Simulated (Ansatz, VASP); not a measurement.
## Ga2Ge3O: VASP beside Ansatz

```
Ga Ge O
1.0
     5.08026    0.00000    0.00000
    -2.54013    4.39963    0.00000
     0.00000    0.00000    5.16861
Ga Ge O
2 3 1
Direct
  0.33333 0.66667 0.00000
  0.66667 0.33333 0.00000
  0.50000 0.00000 0.50000
  0.50000 0.50000 0.50000
  0.00000 0.50000 0.50000
  0.00000 0.00000 0.00000
```

Change from the starting cell: species swapped into the GdB2Ru3 type (P6/mmm, No. 191).

Alike in both runs: functional PBE; k mesh 6 × 6 × 4; occupations gaussian, width 0.1 eV; no spin polarisation.

Ansatz relaxed the structure, and its values are those at the end. VASP's run is a single point on that final structure, the one shown.

|  | VASP | Ansatz |
| --- | --- | --- |
| version | VASP 6.6.1 | Ansatz 0.2.0 |
| potentials or method | VASP PAW PBE potentials, release 64 (Ga_d, Ge_d, O) | scalar-relativistic, plane waves, PAW |
| plane-wave cutoff (eV) | 520 | 420 |
| valence electrons in the cell | 74 | 74 |

VASP gave:

- gap on the k mesh at the Fermi level (eV): none
- pressure (GPa): 0.1

Q: Which values does Ansatz return?

A: gap on the k mesh at the Fermi level (eV): none; pressure (GPa): 0.0.

A gap of «none» marks a metal or a gap that the smearing closes.
